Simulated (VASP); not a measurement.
Wanted: the native input for a VASP 6.6.1 run.

- Task: dielectric tensor
- Functional: LDA
- Potentials or basis: VASP PAW LDA potentials, release 64 (Ga_d, N)
- Cutoff: 520 eV
- k mesh: 9 × 9 × 6
- Occupations: gaussian, width 0.05 eV
- Spin: no spin polarisation
- Further INCAR settings: ALGO = Normal; EDIFF = 1e-08

The structure of GaN lies in POSCAR:

```
GaN
1.0
    3.1561920000      0.0000000000      0.0000000000
   -1.5780960000      2.7333424512      0.0000000000
    0.0000000000      0.0000000000      5.1469220000
Ga N
2 2
Direct
    0.3333333333      0.6666666667      0.0000000000
    0.6666666667      0.3333333333      0.5000000000
    0.3333333333      0.6666666667      0.3762200000
    0.6666666667      0.3333333333      0.8762200000
```

The cell was built by a generator and needn't be a form met in nature.

These files were run (other wordings do the same):

INCAR

```
PREC = Accurate ; ENCUT = 520
EDIFF = 1E-8 ; ISMEAR = 0
SIGMA = 0.05 ; LREAL = F
LASPH = T ; NELM = 60
ALGO = Normal ; ISIF = 2
LWAVE = F ; LCHARG = F
LEPSILON = T
```

KPOINTS

```
regular mesh
0
Gamma
  9 9 6
```

Potentials or basis: VASP PAW LDA potentials, release 64 (Ga_d, N).

Command:

```bash
$ cat potpaw_LDA.64/Ga_d/POTCAR potpaw_LDA.64/N/POTCAR > POTCAR
$ mpirun -np 1 vasp_std > vasp.out
```

It gave:

The band gap on the k mesh is 2.11 eV, direct, the electronic dielectric tensor (diagonal) is 5.63, 5.63, 5.79 and the born charges (mean of the diagonal) is Ga +2.63; N -2.63 e.

Run time: 8.4 min on 1 thread of Intel(R) Xeon(R) Platinum 8259CL CPU @ 2.50GHz (Skylake/Cascade Lake), on a shared host, peak memory 0.42 GiB.
